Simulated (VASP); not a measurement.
NbTe:

```
Nb Te
1.0
     3.42570    0.00000    0.00000
     0.00000    3.42570    0.00000
     0.00000    0.00000    3.42570
Nb Te
1 1
Direct
  0.50000 0.50000 0.50000
  0.00000 0.00000 0.00000
```

The cell was built by a generator and needn't be a form met in nature.

* Program: VASP 6.6.1
* Task: single point
* Functional: PBE
* Potentials or basis: VASP PAW PBE potentials, release 64 (Nb_sv, Te)
* Cutoff: 520 eV
* k mesh: 8 × 8 × 8
* Occupations: fermi-dirac, width 0.05 eV
* Spin: no spin polarisation

On this cell: pressure -0.2 GPa; largest force zero by symmetry; band gap on the k mesh none (metal or under the smearing width).

The same run follows on a disturbed copy (atoms moved at random, drawn with an rms of 0.05 Å):

```
CELL_PARAMETERS angstrom
3.42570 0.00000 0.00000
0.00000 3.42570 0.00000
0.00000 0.00000 3.42570
ATOMIC_POSITIONS crystal
Nb 0.49310 0.50006 0.49491
Te 0.00901 0.99416 0.00821
```

Q: What changes?

A: The energy (extrapolated to zero smearing) moves by +5.1 meV/atom; pressure 0.1 GPa; largest force 0.281 eV/Å; band gap on the k mesh none (metal or under the smearing width).

Forces in eV/Å, atoms in the order of the input:
```
Nb   0.207 -0.077  0.174
Te  -0.207  0.077 -0.174
```

Stress tensor (GPa, compression positive):
```
 0.07 -0.16  0.37
-0.16  0.07 -0.14
 0.37 -0.14  0.07
```
